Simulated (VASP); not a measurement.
# Si3N4: NMR shieldings, part 2 of 5

What are the shielding tensors of Si3N4? The cell has space group P6_3/m. The start is a cell from a database of measured crystal structures.

VASP 6.6.1, plane waves and PAW; the level of theory is named at each step.

So far. Step 2 (Ground state): The cell has a gap of 4.32 eV on this mesh and a pressure of +5.3 GPa, which holds the misfit of the given cell and coordinates with this functional, and any error of cutoff, mesh and data sets.

## (3) Shielding tensors

This step: chemical shifts by linear response (GIPAW), PBE; plane waves and PAW (Si, N) (VASP 6.6.1).

LCHIMAG computes the induced currents by linear response. It needs tightly converged orbitals and a cutoff well above the default; LEFG adds the field gradients at no cost.

Input file INCAR:

```
SYSTEM = Si3N4
PREC = Accurate
ENCUT = 520
EDIFF = 1E-08
NELM = 100
ISMEAR = 0
SIGMA = 0.01
LREAL = Auto
ALGO = Normal
GGA = PE
NBANDS = 46
LWAVE = .FALSE.
LCHARG = .FALSE.
KPAR = 4
LCHIMAG = .TRUE.
LEFG = .TRUE.
DQ = 0.001
ICHIBARE = 1
LNMR_SYM_RED = .TRUE.
```

Input file POSCAR:

```
Si3N4
1.0
    7.6044000000      0.0000000000      0.0000000000
   -3.8022000000      6.5856035805      0.0000000000
    0.0000000000      0.0000000000      2.9063000000
Si N
6 8
Direct
    0.1745570000      0.4060800000      0.7500000000
    0.4060800000      0.2315230000      0.2500000000
    0.2315230000      0.8254430000      0.7500000000
    0.8254430000      0.5939200000      0.2500000000
    0.5939200000      0.7684770000      0.7500000000
    0.7684770000      0.1745570000      0.2500000000
    0.3333333333      0.6666666667      0.7500000000
    0.6666666667      0.3333333333      0.2500000000
    0.3302400000      0.2997400000      0.7500000000
    0.2997400000      0.9695000000      0.2500000000
    0.9695000000      0.6697600000      0.7500000000
    0.6697600000      0.7002600000      0.2500000000
    0.7002600000      0.0305000000      0.7500000000
    0.0305000000      0.3302400000      0.2500000000
```

Input file KPOINTS:

```
Automatic mesh
0
Gamma
3 3 6
0 0 0
```

PAW data sets: Si and N (PBE family, release 64).

Command:

```bash
> mpirun -np 4 vasp_std
```

Output:

```text
[... set-up lines as in an earlier step ...]
 entering main loop
       N       E                     dE             d eps       ncg     rms          rms(c)
DAV:   1     0.282513355151E+03    0.28251E+03   -0.31801E+04  1104   0.129E+03
DAV:   2    -0.108595850841E+03   -0.39111E+03   -0.37208E+03  1430   0.275E+02
DAV:   3    -0.130960776696E+03   -0.22365E+02   -0.22210E+02  1400   0.689E+01
DAV:   4    -0.131294032816E+03   -0.33326E+00   -0.33235E+00  1368   0.908E+00
DAV:   5    -0.131301866454E+03   -0.78336E-02   -0.78272E-02  1384   0.133E+00    0.296E+01
DAV:   6    -0.114622330455E+03    0.16680E+02   -0.56985E+01  1338   0.302E+01    0.133E+01
DAV:   7    -0.114533739873E+03    0.88591E-01   -0.31532E+00  1360   0.720E+00    0.630E+00
DAV:   8    -0.114486861980E+03    0.46878E-01   -0.16944E-01  1326   0.197E+00    0.222E+00
DAV:   9    -0.114485885581E+03    0.97640E-03   -0.39176E-02  1376   0.102E+00    0.313E-01
DAV:  10    -0.114487758612E+03   -0.18730E-02   -0.38322E-03  1260   0.268E-01    0.178E-01
DAV:  11    -0.114488516128E+03   -0.75752E-03   -0.95730E-04  1268   0.156E-01    0.278E-02
DAV:  12    -0.114488554224E+03   -0.38096E-04   -0.53782E-05  1344   0.396E-02    0.110E-02
DAV:  13    -0.114488572139E+03   -0.17915E-04   -0.19870E-05  1252   0.210E-02    0.502E-03
DAV:  14    -0.114488575615E+03   -0.34759E-05   -0.31117E-06  1328   0.931E-03    0.319E-03
DAV:  15    -0.114488576481E+03   -0.86624E-06   -0.18570E-06  1252   0.539E-03    0.211E-03
DAV:  16    -0.114488576409E+03    0.71841E-07   -0.92793E-08  1392   0.157E-03    0.522E-04
DAV:  17    -0.114488576382E+03    0.26837E-07   -0.16713E-08  1004   0.598E-04    0.224E-04
DAV:  18    -0.114488576368E+03    0.13792E-07   -0.29062E-09   936   0.291E-04    0.813E-05
DAV:  19    -0.114488576372E+03   -0.36598E-08   -0.12744E-09   750   0.195E-04
ion   1
     0.0000000     0.2102307     0.0000000     0.5323389    -0.0000000    -0.4066951
     0.0000353     0.2102307     0.0000000     0.5323389    -0.0000000    -0.4066951
     0.0000487     0.2102307     0.0000000     0.5323389    -0.0000000    -0.4066951
     0.0000670     0.2102307     0.0000000     0.5323389    -0.0000000    -0.4066951
     0.0000923     0.2102307     0.0000000     0.5323389    -0.0000000    -0.4066951

     0.0000000     1.5829098     0.0000000     3.5415965    -0.0000000    -6.3059986
     0.0000353     1.5829072     0.0000000     3.5415910    -0.0000000    -6.3059876
     0.0000487     1.5829057     0.0000000     3.5415876    -0.0000000    -6.3059808
     0.0000670     1.5829031     0.0000000     3.5415820    -0.0000000    -6.3059695
     0.0000923     1.5828988     0.0000000     3.5415726    -0.0000000    -6.3059508

ion   2
     0.0000000     0.2470929     0.0000000     0.5323389    -0.0000000     0.3854127
     0.0000353     0.2470929     0.0000000     0.5323389    -0.0000000     0.3854127
     0.0000487     0.2470929     0.0000000     0.5323389    -0.0000000     0.3854127
     0.0000670     0.2470929     0.0000000     0.5323389    -0.0000000     0.3854127
     0.0000923     0.2470929     0.0000000     0.5323389    -0.0000000     0.3854127

     0.0000000     4.6697001     0.0000000     3.5415965    -0.0000000     4.5238393
     0.0000353     4.6696918     0.0000000     3.5415910    -0.0000000     4.5238317
     0.0000487     4.6696867     0.0000000     3.5415876    -0.0000000     4.5238269
     0.0000670     4.6696782     0.0000000     3.5415820    -0.0000000     4.5238190
     0.0000923     4.6696642     0.0000000     3.5415726    -0.0000000     4.5238060

ion   3
     0.0000000    -0.4573236    -0.0000000     0.5323389    -0.0000000     0.0212824
     0.0000353    -0.4573236    -0.0000000     0.5323389    -0.0000000     0.0212824
     0.0000487    -0.4573236    -0.0000000     0.5323389    -0.0000000     0.0212824
     0.0000670    -0.4573236    -0.0000000     0.5323389    -0.0000000     0.0212824
     0.0000923    -0.4573236    -0.0000000     0.5323389    -0.0000000     0.0212824

     0.0000000    -6.2526098    -0.0000000     3.5415965    -0.0000000     1.7821592
     0.0000353    -6.2525991    -0.0000000     3.5415910    -0.0000000     1.7821559
     0.0000487    -6.2525924    -0.0000000     3.5415876    -0.0000000     1.7821539
     0.0000670    -6.2525813    -0.0000000     3.5415820    -0.0000000     1.7821505
     0.0000923    -6.2525630    -0.0000000     3.5415726    -0.0000000     1.7821448

ion   4
     0.0000000     0.2102307     0.0000000     0.5323389    -0.0000000    -0.4066951
     0.0000353     0.2102307     0.0000000     0.5323389    -0.0000000    -0.4066951
     0.0000487     0.2102307     0.0000000     0.5323389    -0.0000000    -0.4066951
     0.0000670     0.2102307     0.0000000     0.5323389    -0.0000000    -0.4066951
     0.0000923     0.2102307     0.0000000     0.5323389    -0.0000000    -0.4066951

     0.0000000     1.5829098     0.0000000     3.5415965    -0.0000000    -6.3059986
     0.0000353     1.5829072     0.0000000     3.5415910    -0.0000000    -6.3059876
     0.0000487     1.5829057     0.0000000     3.5415876    -0.0000000    -6.3059808
     0.0000670     1.5829031     0.0000000     3.5415820    -0.0000000    -6.3059695
     0.0000923     1.5828988     0.0000000     3.5415726    -0.0000000    -6.3059508

ion   5
     0.0000000     0.2470929     0.0000000     0.5323389     0.0000000     0.3854127
     0.0000353     0.2470929     0.0000000     0.5323389     0.0000000     0.3854127
     0.0000487     0.2470929     0.0000000     0.5323389     0.0000000     0.3854127
     0.0000670     0.2470929     0.0000000     0.5323389     0.0000000     0.3854127
     0.0000923     0.2470929     0.0000000     0.5323389     0.0000000     0.3854127

     0.0000000     4.6697001     0.0000000     3.5415965     0.0000000     4.5238393
     0.0000353     4.6696918     0.0000000     3.5415910     0.0000000     4.5238317
     0.0000487     4.6696867     0.0000000     3.5415876     0.0000000     4.5238269
     0.0000670     4.6696782     0.0000000     3.5415820     0.0000000     4.5238190
     0.0000923     4.6696642     0.0000000     3.5415726     0.0000000     4.5238060

ion   6
     0.0000000    -0.4573236     0.0000000     0.5323389    -0.0000000     0.0212824
     0.0000353    -0.4573236     0.0000000     0.5323389    -0.0000000     0.0212824
     0.0000487    -0.4573236     0.0000000     0.5323389    -0.0000000     0.0212824
     0.0000670    -0.4573236     0.0000000     0.5323389    -0.0000000     0.0212824
     0.0000923    -0.4573236     0.0000000     0.5323389    -0.0000000     0.0212824

     0.0000000    -6.2526098     0.0000000     3.5415965    -0.0000000     1.7821592
[...]
N       E                     dE             d eps       ncg     rms
RMM:   1    -0.219448996915E+03   -0.21945E+03   -0.41130E+02  3278   0.589E+01
RMM:   2    -0.227721743501E+03   -0.82727E+01   -0.13105E+01  3555   0.107E+01
RMM:   3    -0.228264206694E+03   -0.54246E+00   -0.72140E-01  3588   0.209E+00
RMM:   4    -0.228298004015E+03   -0.33797E-01   -0.69027E-02  3593   0.514E-01
RMM:   5    -0.228301404079E+03   -0.34001E-02   -0.58467E-03  3612   0.133E-01
RMM:   6    -0.228301707669E+03   -0.30359E-03   -0.71147E-04  3625   0.372E-02
RMM:   7    -0.228301733368E+03   -0.25699E-04   -0.36404E-05  3389   0.948E-03
RMM:   8    -0.228301735571E+03   -0.22036E-05   -0.51900E-06  2869   0.293E-03
RMM:   9    -0.228301735819E+03   -0.24750E-06   -0.39819E-07  2388   0.854E-04
RMM:  10    -0.228301735842E+03   -0.23472E-07   -0.56284E-08  2037   0.349E-04
RMM:  11    -0.228301735845E+03   -0.23495E-08   -0.33727E-09  1800   0.197E-04
BDIR= 3  IDIR= 1  IQ=  0
DAV:   1    -0.673464325408E+02   -0.67346E+02   -0.18690E-10  1262   0.819E-05
DAV:   2    -0.673464325407E+02    0.10061E-10   -0.26348E-11  1262   0.259E-05
       N       E                     dE             d eps       ncg     rms
RMM:   1    -0.219451847778E+03   -0.21945E+03   -0.41132E+02  3277   0.589E+01
RMM:   2    -0.227720479384E+03   -0.82686E+01   -0.13053E+01  3553   0.107E+01
RMM:   3    -0.228267993099E+03   -0.54751E+00   -0.73267E-01  3588   0.210E+00
RMM:   4    -0.228301904823E+03   -0.33912E-01   -0.68068E-02  3588   0.515E-01
RMM:   5    -0.228305396143E+03   -0.34913E-02   -0.61861E-03  3601   0.134E-01
RMM:   6    -0.228305703173E+03   -0.30703E-03   -0.70014E-04  3609   0.372E-02
RMM:   7    -0.228305729667E+03   -0.26494E-04   -0.38328E-05  3378   0.964E-03
RMM:   8    -0.228305732012E+03   -0.23443E-05   -0.57027E-06  2853   0.298E-03
RMM:   9    -0.228305732259E+03   -0.24708E-06   -0.38758E-07  2376   0.845E-04
RMM:  10    -0.228305732281E+03   -0.22601E-07   -0.52941E-08  2026   0.345E-04
RMM:  11    -0.228305732284E+03   -0.23744E-08   -0.34760E-09  1778   0.198E-04
BDIR= 3  IDIR= 1  IQ=  1
DAV:   1    -0.673461652128E+02   -0.67346E+02   -0.51098E-02  2110   0.897E-01
DAV:   2    -0.673464230998E+02   -0.25789E-03   -0.25789E-03  2336   0.228E-01
DAV:   3    -0.673464261556E+02   -0.30558E-05   -0.30557E-05  2448   0.245E-02
DAV:   4    -0.673464261935E+02   -0.37908E-07   -0.37964E-07  2336   0.289E-03
DAV:   5    -0.673464261948E+02   -0.12925E-08   -0.11503E-08  1672   0.466E-04
       N       E                     dE             d eps       ncg     rms
RMM:   1    -0.219453532829E+03   -0.21945E+03   -0.41134E+02  3277   0.589E+01
RMM:   2    -0.227723055129E+03   -0.82695E+01   -0.13054E+01  3553   0.107E+01
RMM:   3    -0.228270502345E+03   -0.54745E+00   -0.73213E-01  3588   0.210E+00
RMM:   4    -0.228304394646E+03   -0.33892E-01   -0.68040E-02  3590   0.515E-01
RMM:   5    -0.228307884467E+03   -0.34898E-02   -0.61834E-03  3614   0.134E-01
RMM:   6    -0.228308191393E+03   -0.30693E-03   -0.69993E-04  3621   0.372E-02
RMM:   7    -0.228308217835E+03   -0.26442E-04   -0.37880E-05  3390   0.966E-03
RMM:   8    -0.228308220223E+03   -0.23883E-05   -0.58807E-06  2868   0.301E-03
RMM:   9    -0.228308220470E+03   -0.24640E-06   -0.39862E-07  2392   0.842E-04
RMM:  10    -0.228308220492E+03   -0.21814E-07   -0.47386E-08  2042   0.341E-04
RMM:  11    -0.228308220494E+03   -0.25763E-08   -0.43580E-09  1809   0.200E-04
BDIR= 3  IDIR= 2  IQ= -1
DAV:   1    -0.673444511953E+02   -0.67344E+02   -0.51135E-02  2104   0.897E-01
DAV:   2    -0.673447085997E+02   -0.25740E-03   -0.25740E-03  2352   0.228E-01
DAV:   3    -0.673447116666E+02   -0.30669E-05   -0.30669E-05  2440   0.246E-02
DAV:   4    -0.673447117000E+02   -0.33373E-07   -0.33375E-07  2344   0.279E-03
DAV:   5    -0.673447117009E+02   -0.89742E-09   -0.93493E-09  1696   0.445E-04
       N       E                     dE             d eps       ncg     rms
RMM:   1    -0.219447328937E+03   -0.21945E+03   -0.41125E+02  3271   0.589E+01
RMM:   2    -0.227727482060E+03   -0.82802E+01   -0.13148E+01  3552   0.107E+01
RMM:   3    -0.228273059825E+03   -0.54558E+00   -0.72919E-01  3584   0.211E+00
RMM:   4    -0.228306729045E+03   -0.33669E-01   -0.67526E-02  3588   0.515E-01
RMM:   5    -0.228310174819E+03   -0.34458E-02   -0.59481E-03  3608   0.134E-01
RMM:   6    -0.228310491470E+03   -0.31665E-03   -0.76181E-04  3627   0.381E-02
RMM:   7    -0.228310517465E+03   -0.25995E-04   -0.36338E-05  3384   0.944E-03
RMM:   8    -0.228310519544E+03   -0.20787E-05   -0.48687E-06  2869   0.289E-03
RMM:   9    -0.228310519777E+03   -0.23262E-06   -0.35405E-07  2381   0.839E-04
RMM:  10    -0.228310519800E+03   -0.23346E-07   -0.59446E-08  2041   0.351E-04
RMM:  11    -0.228310519802E+03   -0.22075E-08   -0.29274E-09  1794   0.195E-04
BDIR= 3  IDIR= 2  IQ=  0
DAV:   1    -0.673464325407E+02   -0.67346E+02   -0.18673E-10  1262   0.819E-05
DAV:   2    -0.673464325408E+02   -0.10400E-09   -0.28833E-11  1262   0.259E-05
       N       E                     dE             d eps       ncg     rms
RMM:   1    -0.219444271103E+03   -0.21944E+03   -0.41125E+02  3271   0.589E+01
RMM:   2    -0.227723178721E+03   -0.82789E+01   -0.13144E+01  3552   0.107E+01
RMM:   3    -0.228268354277E+03   -0.54518E+00   -0.72875E-01  3584   0.211E+00
RMM:   4    -0.228301954740E+03   -0.33600E-01   -0.67401E-02  3586   0.515E-01
RMM:   5    -0.228305388817E+03   -0.34341E-02   -0.59229E-03  3595   0.134E-01
RMM:   6    -0.228305703907E+03   -0.31509E-03   -0.75806E-04  3615   0.380E-02
RMM:   7    -0.228305729778E+03   -0.25871E-04   -0.36205E-05  3372   0.941E-03
RMM:   8    -0.228305731837E+03   -0.20585E-05   -0.47513E-06  2853   0.288E-03
RMM:   9    -0.228305732076E+03   -0.23933E-06   -0.36184E-07  2368   0.848E-04
RMM:  10    -0.228305732100E+03   -0.23724E-07   -0.60210E-08  2026   0.355E-04
RMM:  11    -0.228305732102E+03   -0.23219E-08   -0.31689E-09  1775   0.196E-04
BDIR= 3  IDIR= 2  IQ=  1
DAV:   1    -0.673478924942E+02   -0.67348E+02   -0.51128E-02  2098   0.897E-01
DAV:   2    -0.673481497699E+02   -0.25728E-03   -0.25728E-03  2344   0.228E-01
DAV:   3    -0.673481528340E+02   -0.30640E-05   -0.30640E-05  2424   0.246E-02
DAV:   4    -0.673481528687E+02   -0.34703E-07   -0.34719E-07  2344   0.285E-03
DAV:   5    -0.673481528696E+02   -0.93664E-09   -0.97836E-09  1696   0.455E-04
       N       E                     dE             d eps       ncg     rms
RMM:   1    -0.219439627798E+03   -0.21944E+03   -0.41123E+02  3271   0.589E+01
RMM:   2    -0.227717378341E+03   -0.82778E+01   -0.13140E+01  3552   0.107E+01
RMM:   3    -0.228261602728E+03   -0.54422E+00   -0.72294E-01  3583   0.211E+00
RMM:   4    -0.228295650350E+03   -0.34048E-01   -0.69073E-02  3589   0.518E-01
RMM:   5    -0.228299094058E+03   -0.34437E-02   -0.58821E-03  3607   0.134E-01
RMM:   6    -0.228299407961E+03   -0.31390E-03   -0.75681E-04  3628   0.380E-02
RMM:   7    -0.228299433732E+03   -0.25771E-04   -0.36105E-05  3382   0.941E-03
RMM:   8    -0.228299435782E+03   -0.20506E-05   -0.47334E-06  2868   0.288E-03
RMM:   9    -0.228299436020E+03   -0.23795E-06   -0.35970E-07  2383   0.849E-04
RMM:  10    -0.228299436044E+03   -0.23694E-07   -0.61117E-08  2042   0.355E-04
RMM:  11    -0.228299436046E+03   -0.21890E-08   -0.29181E-09  1793   0.194E-04
       N       E                     dE             d eps       ncg     rms
RLQ:   1    -0.121806642230E+01   -0.12181E+01   -0.18537E+00  2295   0.822E+00
RLQ:   2    -0.132352569672E+01   -0.10546E+00   -0.11855E-01  3235   0.998E-01
RLQ:   3    -0.132695810358E+01   -0.34324E-02   -0.44044E-03  3352   0.171E-01
RLQ:   4    -0.132716483519E+01   -0.20673E-03   -0.43267E-04  3447   0.381E-02
RLQ:   5    -0.132718034780E+01   -0.15513E-04   -0.26544E-05  3170   0.941E-03
RLQ:   6    -0.132718154267E+01   -0.11949E-05   -0.24035E-06  2946   0.249E-03
RLQ:   7    -0.132718165626E+01   -0.11359E-06   -0.22670E-07  2415   0.754E-04
RLQ:   8    -0.132718166789E+01   -0.11629E-07   -0.21275E-08  2000   0.288E-04
RLQ:   9    -0.132718166907E+01   -0.11782E-08   -0.23402E-09  1775   0.182E-04
```

It took 12 min on 4 MPI ranks of Intel Xeon 6975P-C (Granite Rapids), shared host; peak memory 2.7 GiB; 47 min of CPU time.

(Part 2 of 5 ends here.)

[Lines on the potential files, build, host, timing and source positions are cut from VASP's logs without a mark.]

[Logs are printed without paths, hosts, clocks, repeated set-up lines and the standing remarks that a program may print on its own settings, such as how far it seeks lower states.]

[Hosts, paths, dates, database ids (printed as entryN), source tags and the programs' standing remarks are cut or masked in the printed files.]
